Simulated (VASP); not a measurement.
```
Be
1.0
    1.13473    -1.96541     0.00000
    1.13473     1.96541     0.00000
    0.00000     0.00000     3.55667
Be
2
Direct
  0.33333   0.66667   0.25000
  0.66667   0.33333   0.75000
```

These are rev-vdW-DF2, VASP's PBE PAW potentials (set 64) (plane waves; VASP 6.6.1) values and carry that method's errors. Numerical set-up: 520 eV cut-off, 20×20×12 Γ-centred mesh, tetrahedra with Blöchl corrections, potentials Be.

**Question.** Predict the energy per atom (σ→0), band gap (on the k-mesh) with the smallest direct gap where there is one.

**Answer.** 
The band gap (on the k-mesh) is none (metal, semimetal or under 0.01 eV) and the energy per atom (σ→0) is -3.355 eV/atom.

Only differences to runs with the same potentials and settings are physical.

The compound is Be in the hcp structure. It was relaxed first.
